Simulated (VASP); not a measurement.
Crystal: Ga2O.

```
Ga O
1.0
     3.75268    0.00000    0.00000
    -1.87634    3.24992    0.00000
     0.00000    0.00000    3.73705
Ga O
2 1
Cartesian
  1.8763 1.0833 1.8685
  0.0000 2.1666 1.8685
  0.0000 0.0000 0.0000
```

The cell was built by a generator and needn't be a form met in nature.

The cell isn't the ideal one: species swapped into the GdGa2 type (P6/mmm, No. 191).

- Program: VASP 6.6.1
- Task: relaxation of cell and atoms
- Functional: PBE
- Potentials or basis: VASP PAW PBE potentials, release 64 (Ga_d, O)
- Cutoff: 600 eV
- k mesh: 6 × 6 × 6
- Occupations: gaussian, width 0.1 eV
- Spin: no spin polarisation

At the start: pressure 19.2 GPa; volume 15.19 Å³/atom.

**Question.** How do energy, volume and symmetry change on relaxing?

**Answer.** Over 7 steps the energy falls by 468.8 meV/atom and the volume is 15.86 Å³/atom (+4.4 %); space group P6/mmm (No. 191, to 0.05 Å).

Step by step:
```
step  energy change (eV)  largest force (eV/Å)  pressure (GPa)  volume (Å³)
   1              0.0000                0.0000           19.21        45.58
   2             -1.1294                0.0000           -6.49        57.86
   3             -1.1658                0.0000           -3.77        55.24
   4             -1.1666                0.0000           -4.09        55.47
   5             -1.3040                0.0000           -3.13        52.54
   6             -1.3978                0.0000           -1.01        49.09
   7             -1.4063                0.0000            0.23        47.59
```

Final structure:
```cif
data_structure
_symmetry_space_group_name_H-M 'P 1'
_symmetry_Int_Tables_number 1
_cell_length_a 4.2264
_cell_length_b 4.2264
_cell_length_c 3.0765
_cell_angle_alpha 90.000
_cell_angle_beta 90.000
_cell_angle_gamma 120.000
_cell_volume 47.59
loop_
_atom_site_label
_atom_site_type_symbol
_atom_site_fract_x
_atom_site_fract_y
_atom_site_fract_z
_atom_site_occupancy
Ga1 Ga 0.66667 0.33333 0.50000 1
Ga2 Ga 0.33333 0.66667 0.50000 1
O1 O 0.00000 0.00000 0.00000 1
```
